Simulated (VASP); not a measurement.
The system is Hf.

```xyz
2
Lattice="3.1967 0.0000 0.0000 -1.5983 2.7684 0.0000 0.0000 0.0000 5.0578" Properties=species:S:1:pos:R:3 pbc="T T T"
Hf    0.0000    1.8456    1.2645
Hf    1.5984    0.9228    3.7934
```

- Program: VASP 6.6.1
- Task: relaxation of cell and atoms
- Functional: PBEsol
- Potentials or basis: VASP PAW PBE potentials, release 64 (Hf_pv)
- Cutoff: 600 eV
- k mesh: 15 × 15 × 7
- Occupations: methfessel-paxton, width 0.1 eV
- Spin: no spin polarisation

At the start: pressure -4.2 GPa; volume 22.38 Å³/atom.

Where does the relaxation end?

Over 3 steps the energy falls by 11.6 meV/atom and the volume is 21.53 Å³/atom (-3.8 %); space group P6_3/mmc (No. 194, to 0.05 Å).

The path:
| step | energy change (eV) | largest force (eV/Å) | pressure (GPa) | volume (Å³) |
| --- | --- | --- | --- | --- |
| 1 | 0.0000 | 0.0000 | -4.21 | 44.76 |
| 2 | 0.0123 | 0.0000 | 5.92 | 41.06 |
| 3 | -0.0232 | 0.0000 | -0.05 | 43.06 |

Final structure:
```xyz
2
Lattice="3.1567 0.0000 0.0000 -1.5783 2.7338 0.0000 0.0000 0.0000 4.9904" Properties=species:S:1:pos:R:3 pbc="T T T"
Hf    0.0000    1.8225    1.2476
Hf    1.5783    0.9113    3.7428
```

Caveat: the PAW data sets were made with another functional, which shifts forces and pressure a little.
